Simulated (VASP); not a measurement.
Computed with PBEsol GGA, VASP's PBE PAW potentials (set 64) (plane waves; VASP). For the first row: Numerical set-up: 400 eV cut-off, 10×10×7 Γ-centred mesh, tetrahedra with Blöchl corrections, potentials Te Au.

```json
[
 {"system": "Te$_{2}$Au (sg12)", "energy (eV/atom)": "-3.7628"},
 {"system": "Te (trig)", "energy (eV/atom)": "-3.5255"},
 {"system": "Au (fcc)", "energy (eV/atom)": "-3.9238"}
]
```

The references are the elements' solids at the same level; no temperature or zero-point terms are added.     Spin-orbit coupling is left out, which shifts such energies by up to tenths of an eV for the heavy elements here.

Q: What is the formation energy per atom of Te2Au?

A: The references average (2×(-3.5255) + 1×(-3.9238))/3 = -3.6583 eV, so the formation energy is -3.7628 − (-3.6583) = -0.105 eV/atom.
